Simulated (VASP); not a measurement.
OSZICAR of a VASP run on CeO2 (fluorite):

OSZICAR:
```
...
DAV:   6    -0.262363577737E+02    0.24783E-04   -0.17823E-03  4144   0.399E-01    0.600E-02
DAV:   7    -0.262363795895E+02   -0.21816E-04   -0.15455E-04  3448   0.933E-02    0.496E-02
DAV:   8    -0.262363657507E+02    0.13839E-04   -0.15696E-04  3736   0.117E-01    0.838E-03
DAV:   9    -0.262363646583E+02    0.10923E-05   -0.44300E-06  2768   0.194E-02    0.236E-03
DAV:  10    -0.262363646257E+02    0.32602E-07   -0.85634E-07  3368   0.637E-03
   8 F= -.26236365E+02 E0= -.26236365E+02  d E =-.183228E-11
       N       E                     dE             d eps       ncg     rms          rms(c)
DAV:   1    -0.262957056868E+02   -0.59341E-01   -0.23430E+00  2848   0.251E+01    0.164E+00
DAV:   2    -0.262551725507E+02    0.40533E-01   -0.21319E-01  2968   0.526E+00    0.102E+00
DAV:   3    -0.262372196029E+02    0.17953E-01   -0.97500E-02  3632   0.324E+00    0.444E-01
DAV:   4    -0.262368053930E+02    0.41421E-03   -0.26544E-02  3048   0.163E+00    0.253E-01
DAV:   5    -0.262363675248E+02    0.43787E-03   -0.31890E-03  3864   0.577E-01    0.985E-02
DAV:   6    -0.262363638540E+02    0.36707E-05   -0.24302E-04  3208   0.142E-01    0.255E-02
DAV:   7    -0.262363637430E+02    0.11104E-06   -0.39145E-05  3736   0.536E-02    0.111E-02
DAV:   8    -0.262363644756E+02   -0.73259E-06   -0.19219E-06  3048   0.131E-02    0.184E-03
DAV:   9    -0.262363645093E+02   -0.33721E-07   -0.18979E-07  2096   0.460E-03
   9 F= -.26236365E+02 E0= -.26236365E+02  d E =-.528113E-11
       N       E                     dE             d eps       ncg     rms          rms(c)
DAV:   1    -0.262407574152E+02   -0.43929E-02   -0.20941E+00  2576   0.244E+01    0.106E+00
DAV:   2    -0.262391120795E+02    0.16453E-02   -0.18737E-01  2528   0.451E+00    0.697E-01
DAV:   3    -0.262352547377E+02    0.38573E-02   -0.58027E-02  3720   0.251E+00    0.447E-01
DAV:   4    -0.262349535973E+02    0.30114E-03   -0.20062E-02  3200   0.131E+00    0.167E-01
DAV:   5    -0.262349416895E+02    0.11908E-04   -0.16131E-03  3872   0.404E-01    0.813E-02
DAV:   6    -0.262360918495E+02   -0.11502E-02   -0.57855E-04  3576   0.250E-01    0.264E-02
DAV:   7    -0.262362244136E+02   -0.13256E-03   -0.87647E-05  2880   0.917E-02    0.889E-03
DAV:   8    -0.262363375477E+02   -0.11313E-03   -0.10933E-05  4008   0.272E-02    0.265E-03
DAV:   9    -0.262363563683E+02   -0.18821E-04   -0.10324E-06  2968   0.884E-03    0.102E-03
DAV:  10    -0.262363627669E+02   -0.63987E-05   -0.68009E-08  1856   0.276E-03    0.367E-04
DAV:  11    -0.262363647346E+02   -0.19677E-05   -0.15482E-08  1640   0.151E-03    0.275E-04
DAV:  12    -0.262363645750E+02    0.15960E-06   -0.59236E-09  1432   0.912E-04    0.630E-05
DAV:  13    -0.262363646445E+02   -0.69431E-07   -0.39967E-09  1416   0.780E-04
  10 F= -.26236365E+02 E0= -.26236365E+02  d E =-.631050E-11
       N       E                     dE             d eps       ncg     rms          rms(c)
DAV:   1    -0.262957134931E+02   -0.59349E-01   -0.25300E+00  2816   0.264E+01    0.164E+00
DAV:   2    -0.262552219250E+02    0.40492E-01   -0.21438E-01  2800   0.532E+00    0.103E+00
DAV:   3    -0.262393144714E+02    0.15907E-01   -0.12126E-01  3632   0.355E+00    0.723E-01
DAV:   4    -0.262367355515E+02    0.25789E-02   -0.45644E-02  3200   0.200E+00    0.224E-01
DAV:   5    -0.262363684435E+02    0.36711E-03   -0.24184E-03  3872   0.526E-01    0.102E-01
DAV:   6    -0.262363651831E+02    0.32603E-05   -0.28892E-04  3320   0.152E-01    0.313E-02
DAV:   7    -0.262363636351E+02    0.15480E-05   -0.55697E-05  3664   0.651E-02    0.112E-02
DAV:   8    -0.262363645168E+02   -0.88167E-06   -0.27519E-06  3088   0.147E-02    0.188E-03
DAV:   9    -0.262363645028E+02    0.14036E-07   -0.32248E-07  2448   0.570E-03
  11 F= -.26236365E+02 E0= -.26236365E+02  d E =-.667666E-11
       N       E                     dE             d eps       ncg     rms          rms(c)
DAV:   1    -0.262625482202E+02   -0.26184E-01   -0.19907E+00  2712   0.229E+01    0.106E+00
DAV:   2    -0.262508158109E+02    0.11732E-01   -0.15582E-01  2640   0.408E+00    0.684E-01
DAV:   3    -0.262372646741E+02    0.13551E-01   -0.48018E-02  3720   0.226E+00    0.198E-01
DAV:   4    -0.262371252480E+02    0.13943E-03   -0.73596E-03  3304   0.878E-01    0.171E-01
DAV:   5    -0.262367836798E+02    0.34157E-03   -0.21921E-03  3752   0.428E-01    0.805E-02
DAV:   6    -0.262363938163E+02    0.38986E-03   -0.56847E-04  3600   0.254E-01    0.170E-02
DAV:   7    -0.262363828388E+02    0.10978E-04   -0.62759E-05  2640   0.739E-02    0.811E-03
DAV:   8    -0.262363679793E+02    0.14859E-04   -0.84973E-06  3944   0.249E-02    0.166E-03
DAV:   9    -0.262363651655E+02    0.28139E-05   -0.92455E-07  3088   0.816E-03    0.900E-04
DAV:  10    -0.262363645936E+02    0.57186E-06   -0.71310E-08  1856   0.305E-03    0.639E-04
DAV:  11    -0.262363645848E+02    0.88485E-08   -0.15795E-08  1560   0.159E-03
  12 F= -.26236365E+02 E0= -.26236365E+02  d E =-.591611E-11
       N       E                     dE             d eps       ncg     rms          rms(c)
DAV:   1    -0.262947130954E+02   -0.58349E-01   -0.24499E+00  2784   0.258E+01    0.163E+00
DAV:   2    -0.262552632590E+02    0.39450E-01   -0.22154E-01  2848   0.537E+00    0.103E+00
DAV:   3    -0.262378009383E+02    0.17462E-01   -0.10405E-01  3520   0.335E+00    0.547E-01
DAV:   4    -0.262367970182E+02    0.10039E-02   -0.33331E-02  3168   0.179E+00    0.242E-01
DAV:   5    -0.262363662517E+02    0.43077E-03   -0.29785E-03  3808   0.567E-01    0.100E-01
DAV:   6    -0.262363645155E+02    0.17361E-05   -0.27013E-04  3304   0.148E-01    0.274E-02
DAV:   7    -0.262363636244E+02    0.89114E-06   -0.44753E-05  3624   0.580E-02    0.113E-02
DAV:   8    -0.262363644657E+02   -0.84134E-06   -0.23148E-06  3168   0.138E-02    0.181E-03
DAV:   9    -0.262363644961E+02   -0.30405E-07   -0.22064E-07  2176   0.482E-03
  13 F= -.26236364E+02 E0= -.26236364E+02  d E =-.674699E-11
       N       E                     dE             d eps       ncg     rms          rms(c)
DAV:   1    -0.262429984260E+02   -0.66340E-02   -0.18949E+00  1352   0.193E+01    0.724E-01
DAV:   2    -0.262413492928E+02    0.16491E-02   -0.89109E-02  1112   0.280E+00    0.446E-01
DAV:   3    -0.262367451998E+02    0.46041E-02   -0.23022E-02  1712   0.147E+00    0.201E-01
DAV:   4    -0.262368874739E+02   -0.14227E-03   -0.90974E-03  1568   0.867E-01    0.156E-01
DAV:   5    -0.262369573102E+02   -0.69836E-04   -0.19631E-03  1696   0.416E-01    0.332E-02
DAV:   6    -0.262370529577E+02   -0.95647E-04   -0.98449E-05  1328   0.800E-02    0.111E-02
DAV:   7    -0.262370904599E+02   -0.37502E-04   -0.21732E-05  1672   0.351E-02    0.309E-03
DAV:   8    -0.262370901063E+02    0.35355E-06   -0.15634E-06  1456   0.108E-02    0.105E-03
DAV:   9    -0.262370901493E+02   -0.42933E-07   -0.53017E-08   856   0.232E-03
  14 F= -.26237090E+02 E0= -.26237090E+02  d E =-.117578E-11
       N       E                     dE             d eps       ncg     rms          rms(c)
DAV:   1    -0.262231181890E+02    0.13972E-01   -0.28367E+00   960   0.116E+01    0.376E-01
DAV:   2    -0.262363942787E+02   -0.13276E-01   -0.14009E-01  1672   0.320E+00    0.277E-01
DAV:   3    -0.262371929111E+02   -0.79863E-03   -0.12452E-02  1432   0.827E-01    0.202E-01
DAV:   4    -0.262371875795E+02    0.53316E-05   -0.20502E-03  1688   0.353E-01    0.173E-01
DAV:   5    -0.262370887778E+02    0.98802E-04   -0.16595E-04  1256   0.125E-01    0.605E-02
DAV:   6    -0.262370872938E+02    0.14840E-05   -0.87917E-05  1704   0.672E-02    0.160E-02
DAV:   7    -0.262370883215E+02   -0.10277E-05   -0.56468E-06  1344   0.209E-02    0.993E-03
DAV:   8    -0.262370892394E+02   -0.91785E-06   -0.20362E-06  1760   0.102E-02    0.215E-03
DAV:   9    -0.262370892625E+02   -0.23111E-07   -0.15439E-07   768   0.379E-03
  15 F= -.26237089E+02 E0= -.26237089E+02  d E =-.118743E-11
       N       E                     dE             d eps       ncg     rms          rms(c)
DAV:   1    -0.262301342334E+02    0.69550E-02   -0.21376E+00  1472   0.125E+01    0.211E-01
DAV:   2    -0.262367890372E+02   -0.66548E-02   -0.69044E-02  2416   0.261E+00    0.176E-01
DAV:   3    -0.262370977931E+02   -0.30876E-03   -0.46021E-03  2584   0.391E-01    0.123E-01
DAV:   4    -0.262370452049E+02    0.52588E-04   -0.75013E-04  2352   0.233E-01    0.304E-02
DAV:   5    -0.262370522132E+02   -0.70083E-05   -0.19036E-04  2392   0.128E-01    0.255E-02
DAV:   6    -0.262370487715E+02    0.34417E-05   -0.39246E-05  2344   0.554E-02    0.105E-02
DAV:   7    -0.262370485128E+02    0.25868E-06   -0.32203E-06  2544   0.165E-02    0.292E-03
DAV:   8    -0.262370485988E+02   -0.85995E-07   -0.45160E-07  1776   0.629E-03
  16 F= -.26237049E+02 E0= -.26237049E+02  d E =-.158024E-11
       N       E                     dE             d eps       ncg     rms          rms(c)
DAV:   1    -0.262340173128E+02    0.30312E-02   -0.35985E+00  1488   0.148E+01    0.311E-01
DAV:   2    -0.262375332799E+02   -0.35160E-02   -0.44656E-02  1888   0.200E+00    0.313E-01
DAV:   3    -0.262373140619E+02    0.21922E-03   -0.38248E-03  2424   0.542E-01    0.241E-01
DAV:   4    -0.262370692767E+02    0.24479E-03   -0.23577E-03  2344   0.447E-01    0.901E-02
DAV:   5    -0.262370555813E+02    0.13695E-04   -0.52064E-04  2280   0.204E-01    0.268E-02
DAV:   6    -0.262370479236E+02    0.76576E-05   -0.51721E-05  2016   0.643E-02    0.180E-02
DAV:   7    -0.262370490146E+02   -0.10910E-05   -0.18979E-05  2560   0.378E-02    0.575E-03
DAV:   8    -0.262370486211E+02    0.39355E-06   -0.76523E-06  2584   0.229E-02    0.248E-03
DAV:   9    -0.262370485890E+02    0.32059E-07   -0.85367E-07  1992   0.844E-03
  17 F= -.26237049E+02 E0= -.26237049E+02  d E =-.159157E-11
```

Q: Which electronic solver shows in the log?

A: It is blocked Davidson (ALGO = Normal, or the opening steps of other solvers). The INCAR had ALGO = Normal.

Q: How was spin treated?

A: Without spin polarisation: there is no mag entry.

Q: Can the final energy be trusted as converged?

A: Self-consistency was reached. It stopped with EDIFF = 1E-7, NELM = 100 (PBE GGA, plane waves, VASP's PBE PAW potentials (set 64)).

The compound is CeO2 in the fluorite structure. It was relaxed first. The run is not spin-polarised, so no magnetic state was tried.
